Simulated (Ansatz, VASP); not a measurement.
## La3AlN: VASP beside Ansatz

Aim: how closely do two programs agree when they are given the same cell, functional and k mesh? The cell is taken from a series of runs on this material, whose earlier steps may have relaxed, scaled, displaced or heated it; both programs get it as it stands.

Program: Ansatz 0.2.0. Level of theory: plane waves, with VASP 6.6.1 beside it; PBEsol. Results are calculated unless marked as measured.

## Step 1: Set-up

Symmetry: Pm-3m, No. 221, cubic system. The conventional cell has a = 5.028 Å, b = 5.028 Å, c = 5.028 Å, α = 90.00°, β = 90.00°, γ = 90.00°. Nearest to La lie 2 N at 2.51 Å. Nearest to Al lie 12 La at 3.56 Å. Nearest to N lie 6 La at 2.51 Å. Farther neighbours and most contacts between anions are not listed.

## Step 2: VASP: relaxation of cell and atoms, PBEsol

The relaxed volume is the usual yardstick between codes: in a stiff, nearly cubic crystal its relative difference is about their pressure difference at one cell divided by the bulk modulus.

Lines of VASP's logs that name or quote its potential files are left out, and so is its time.

Input file INCAR:

```
SYSTEM = La3AlN
PREC = Accurate
ENCUT = 600
EDIFF = 1E-07
NELM = 200
ISMEAR = 1
SIGMA = 0.2
LREAL = .FALSE.
ALGO = Normal
GGA = PS
NBANDS = 26
LASPH = .TRUE.
LORBIT = 11
LWAVE = .FALSE.
LCHARG = .FALSE.
ISIF = 3
IBRION = 2
NSW = 80
EDIFFG = -0.005
GGA_COMPAT = .FALSE.
NELMIN = 4
LMAXMIX = 6
KPAR = 2
```

Input file POSCAR:

```
La3AlN
1.0
    5.0280050000      0.0000000000      0.0000000000
    0.0000000000      5.0280050000      0.0000000000
    0.0000000000      0.0000000000      5.0280050000
La Al N
3 1 1
Direct
    0.5000000000      0.5000000000      0.0000000000
    0.0000000000      0.5000000000      0.5000000000
    0.5000000000      0.0000000000      0.5000000000
    0.0000000000      0.0000000000      0.0000000000
    0.5000000000      0.5000000000      0.5000000000
```

Input file KPOINTS:

```
Automatic mesh
0
Gamma
8 8 8
0 0 0
```

The projector-augmented-wave data sets are La, Al and N (PBE family, release 64).

Started as:

```bash
$ mpirun -np 2 vasp_std
```

Numbers of over 12 decimals in the logs are rounded to 6 here.

What it wrote:

```text
[banner, memory and clock lines left out]
running    2 mpi-ranks, on    1 nodes
 distrk:  each k-point on    1 cores,    2 groups
 distr:  one band on    1 cores,    1 groups

 POSCAR found type information on POSCAR LaAlN
 POSCAR found :  3 types and       5 ions
|                                                                             |
|               ----> ADVICE to this user running VASP <----                  |
|                                                                             |
|     You enforced a specific xc type in the INCAR file but a different       |
|     [... a line on the potential file left out ...]
|     I HOPE YOU KNOW WHAT YOU ARE DOING!                                     |
|                                                                             |

 LDA part: xc-table for (Slater+PW92), standard interpolation
 POSCAR, INCAR and KPOINTS ok, starting setup
 FFT: planning ... GRIDC
 FFT: planning ... GRID_SOFT
 FFT: planning ... GRID
 WAVECAR not read
 entering main loop
       N       E                     dE             d eps       ncg     rms          rms(c)
DAV:   1     0.522204023011E+03    0.52220E+03   -0.15560E+04  1828   0.236E+03
DAV:   2     0.916339226272E+02   -0.43057E+03   -0.42322E+03  2844   0.416E+02
DAV:   3    -0.186962996072E+02   -0.11033E+03   -0.10905E+03  3230   0.238E+02
DAV:   4    -0.353158940940E+02   -0.16620E+02   -0.16462E+02  3574   0.102E+02
DAV:   5    -0.366115243526E+02   -0.12956E+01   -0.12873E+01  3584   0.290E+01    0.106E+01
DAV:   6    -0.328906538215E+02    0.37209E+01   -0.34173E+01  3136   0.279E+01    0.542E+00
DAV:   7    -0.327737817830E+02    0.11687E+00   -0.37168E+00  3272   0.151E+01    0.285E+00
DAV:   8    -0.327249666454E+02    0.48815E-01   -0.36143E-01  3336   0.449E+00    0.752E-01
DAV:   9    -0.327164236751E+02    0.85430E-02   -0.77823E-02  3520   0.165E+00    0.272E-01
DAV:  10    -0.327168327656E+02   -0.40909E-03   -0.10552E-02  3432   0.716E-01    0.144E-01
DAV:  11    -0.327166959703E+02    0.13680E-03   -0.19866E-03  3440   0.262E-01    0.282E-02
DAV:  12    -0.327167030151E+02   -0.70448E-05   -0.11828E-04  3184   0.887E-02    0.110E-02
DAV:  13    -0.327167070259E+02   -0.40108E-05   -0.24038E-05  3624   0.404E-02    0.723E-03
DAV:  14    -0.327167091564E+02   -0.21304E-05   -0.20267E-05  3184   0.295E-02    0.408E-03
DAV:  15    -0.327167093286E+02   -0.17227E-06   -0.52096E-06  3624   0.159E-02    0.184E-03
DAV:  16    -0.327167093810E+02   -0.52343E-07   -0.14384E-06  3640   0.742E-03    0.103E-03
DAV:  17    -0.327167093052E+02    0.75747E-07   -0.52787E-07  2666   0.499E-03
   1 F= -.32716709E+02 E0= -.32721030E+02  d E =-.327167E+02
 curvature:   0.00 expect dE= 0.000E+00 dE for cont linesearch  0.000E+00
 trial: gam= 0.00000 g(F)=  0.000E+00 g(S)=  0.505E-04 ort = 0.000E+00 (trialstep = 0.100E+01)
 search vector abs. value=  0.505E-04
 bond charge predicted
       N       E                     dE             d eps       ncg     rms          rms(c)
DAV:   1    -0.327169791411E+02   -0.26976E-03   -0.93213E-03  2296   0.815E-01    0.833E-02
DAV:   2    -0.327167812763E+02    0.19786E-03   -0.92253E-04  3424   0.353E-01    0.411E-02
DAV:   3    -0.327167153099E+02    0.65966E-04   -0.45045E-04  2820   0.190E-01    0.111E-02
DAV:   4    -0.327167137215E+02    0.15884E-05   -0.47904E-05  3494   0.648E-02    0.395E-03
DAV:   5    -0.327167151442E+02   -0.14227E-05   -0.45045E-06  3362   0.138E-02    0.316E-03
DAV:   6    -0.327167160906E+02   -0.94634E-06   -0.11043E-06  3448   0.633E-03    0.265E-03
DAV:   7    -0.327167173004E+02   -0.12099E-05   -0.98021E-07  3254   0.711E-03    0.120E-03
DAV:   8    -0.327167174380E+02   -0.13754E-06   -0.40819E-07  2098   0.485E-03    0.328E-04
DAV:   9    -0.327167174737E+02   -0.35708E-07   -0.42578E-08  1186   0.443E-03
   2 F= -.32716717E+02 E0= -.32721023E+02  d E =-.816844E-05
 trial-energy change:   -0.000008  1 .order   -0.000008   -0.000050    0.000034
 step:   0.6007(harm=  0.6007)  dis= 0.00000  next Energy=   -32.716724 (dE=-0.152E-04)
 bond charge predicted
       N       E                     dE             d eps       ncg     rms          rms(c)
DAV:   1    -0.327167659001E+02   -0.48462E-04   -0.14813E-03  2284   0.325E-01    0.331E-02
DAV:   2    -0.327167361697E+02    0.29730E-04   -0.14970E-04  3394   0.139E-01    0.165E-02
DAV:   3    -0.327167263254E+02    0.98443E-05   -0.71896E-05  2860   0.762E-02    0.445E-03
DAV:   4    -0.327167252965E+02    0.10289E-05   -0.75606E-06  3468   0.265E-02    0.146E-03
DAV:   5    -0.327167248593E+02    0.43724E-06   -0.62106E-07  2874   0.547E-03    0.100E-03
DAV:   6    -0.327167246522E+02    0.20710E-06   -0.57694E-08  1232   0.298E-03    0.636E-04
DAV:   7    -0.327167243373E+02    0.31482E-06   -0.46306E-08  1138   0.388E-03    0.189E-04
DAV:   8    -0.327167243048E+02    0.32580E-07   -0.43934E-08  1114   0.330E-03
   3 F= -.32716724E+02 E0= -.32721036E+02  d E =-.149995E-04
 curvature:  -0.30 expect dE=-0.144E-08 dE for cont linesearch -0.144E-08
 trial: gam= 0.00000 g(F)=  0.880E-66 g(S)=  0.478E-08 ort =-0.491E-06 (trialstep = 0.920E+00)
 search vector abs. value=  0.488E-08
 reached required accuracy - stopping structural energy minimisation
```

Parts of OUTCAR (step 2):

```text
ion  position               nearest neighbor table
   1  0.500  0.500  0.000-   5 2.51   5 2.51   2 3.56   2 3.56   3 3.56   3 3.56   3 3.56   3 3.56
                             2 3.56   2 3.56
   2  0.000  0.500  0.500-   5 2.51   5 2.51   1 3.56   1 3.56   3 3.56   1 3.56   3 3.56   3 3.56
                             1 3.56   3 3.56
   3  0.500  0.000  0.500-   5 2.51   5 2.51   1 3.56   1 3.56   1 3.56   2 3.56   2 3.56   1 3.56
                             2 3.56   2 3.56
   4  0.000  0.000  0.000-
   5  0.500  0.500  0.500-   1 2.51   2 2.51   3 2.51   1 2.51   3 2.51   2 2.51

  LATTYP: Found a simple cubic cell.
 ALAT       =     5.0280050000

 Subroutine GETGRP returns: Found 48 space group operations
 (whereof 48 operations were pure point group operations)

The static configuration has the point symmetry O_h .

 Found     35 irreducible k-points:

   k-points           NKPTS =     35   k-points in BZ     NKDIM =     35   number of bands    NBANDS=     26

   dimension x,y,z NGX =    40 NGY =   40 NGZ =   40
   dimension x,y,z NGXF=    80 NGYF=   80 NGZF=   80

   ENCUT  =  600.0 eV  44.10 Ry    6.64 a.u.  10.04 10.04 10.04*2*pi/ulx,y,z

   NELECT =      41.0000    total number of electrons

 k-points in reciprocal lattice and weights: Automatic mesh
   0.00000000  0.00000000  0.00000000       0.002
   0.12500000  0.00000000  0.00000000       0.012
   0.25000000  0.00000000  0.00000000       0.012
   0.37500000  0.00000000  0.00000000       0.012
   0.50000000  0.00000000  0.00000000       0.006
   0.12500000  0.12500000  0.00000000       0.023
   0.25000000  0.12500000  0.00000000       0.047
   0.37500000  0.12500000  0.00000000       0.047
   0.50000000  0.12500000  0.00000000       0.023
[...]
0.50000000  0.50000000  0.37500000       0.012
   0.50000000  0.50000000  0.50000000       0.002

 average (electrostatic) potential at core
       1 -95.6250       2 -95.6250       3 -95.6250       4 -71.5315       5 -59.9748

 E-fermi :   7.9105

 k-point     1 :       0.0000    0.0000    0.0000
  band No.  band energies     occupation
    ...
     18       6.9341      2.00000
     19       6.9341      2.00000
     20       7.0264      2.00000
     21       7.0264      2.00000
     22       7.0264      2.00000
     23       8.8844     -0.00000
     24       8.8844     -0.00000
     25       8.8844     -0.00000
     26       9.8461     -0.00000

 k-point     2 :       0.1250    0.0000    0.0000
  band No.  band energies     occupation
    ...
     18       6.8373      2.00000
     19       7.0739      2.00000
     20       7.0952      2.00000
     21       7.1840      2.00000
     22       7.1840      2.00000
     23       8.7738     -0.00000
     24       8.8238     -0.00000
     25       8.8238     -0.00000
     26       9.7374     -0.00000

 k-point     3 :       0.2500    0.0000    0.0000
  band No.  band energies     occupation
    ...
     18       6.4569      2.00000
     19       7.2034      2.00001
     20       7.3589      2.00068
     21       7.3589      2.00068
     22       7.5462      2.02721
     23       8.7824     -0.00000
     24       8.8812     -0.00000
     25       8.8812     -0.00000
     26       9.4648     -0.00000

  Total        0.0004065      0.0004065      0.0004065      0.0000000      0.0000000     -0.0000000
  in kB        0.0051278      0.0051278      0.0051278      0.0000000      0.0000000     -0.0000000
  external PRESSURE =       0.0051278 kB  Pullay stress =       0.0000000 kB

  energy-cutoff  :      600.00
  volume of cell :      127.02
      direct lattice vectors                 reciprocal lattice vectors
     5.026787887 -0.000000000  0.000000000     0.198934195 -0.000000000  0.000000000
     0.000000000  5.026787887  0.000000000     0.000000000  0.198934195  0.000000000
    -0.000000000 -0.000000000  5.026787887    -0.000000000  0.000000000  0.198934195

 POSITION                                       TOTAL-FORCE (eV/Angst)
 -----------------------------------------------------------------------------------
      2.51339      2.51339      0.00000         0.000000     -0.000000      0.000000
      0.00000      2.51339      2.51339        -0.000000     -0.000000      0.000000
      2.51339     -0.00000      2.51339         0.000000     -0.000000      0.000000
      0.00000      0.00000      0.00000         0.000000      0.000000      0.000000
      2.51339      2.51339      2.51339         0.000000      0.000000      0.000000
 -----------------------------------------------------------------------------------
    total drift:                                0.000000     -0.000000     -0.000000

  FREE ENERGIE OF THE ION-ELECTRON SYSTEM (eV)
  ---------------------------------------------------
  free  energy   TOTEN  =       -32.7167243048 eV

  energy  without entropy=      -32.7296587941  energy(sigma->0) =      -32.72103580

 reached required accuracy - stopping structural energy minimisation

 total charge
# of ion       s       p       d       f       tot
--------------------------------------------------
    1        2.059   5.604   0.835   0.153   8.649
    2        2.059   5.604   0.835   0.153   8.649
    3        2.059   5.604   0.835   0.153   8.649
    4        0.434   0.329   0.000   0.000   0.763
    5        1.260   2.375   0.000   0.000   3.635
--------------------------------------------------
tot          7.869  19.515   2.504   0.458  30.346

[... 3 further parts left out ...]
```

CONTCAR:

```
La3AlN
   1.00000000000000
     5.0267878874696592   -0.0000000000000000    0.0000000000000000
     0.0000000000000000    5.0267878874696592    0.0000000000000000
    -0.0000000000000000   -0.0000000000000000    5.0267878874696592
  La              Al              N
     3     1     1
Direct
     0.5000000000000000    0.5000000000000000    0.0000000000000000
     0.0000000000000000    0.5000000000000000    0.5000000000000000
     0.5000000000000000    0.0000000000000000    0.5000000000000000
     0.0000000000000000    0.0000000000000000    0.0000000000000000
     0.5000000000000000    0.5000000000000000    0.5000000000000000
```

(Part 1 of 2 ends here.)

[Lines on the potential files, build, host, timing and source positions are cut from VASP's logs without a mark.]

[Logs are printed without paths, hosts, clocks, repeated set-up lines and the standing remarks that a program may print on its own settings, such as how far it seeks lower states.]

[Hosts, paths, dates, database ids (printed as entryN), source tags and the programs' standing remarks are cut or masked in the printed files.]
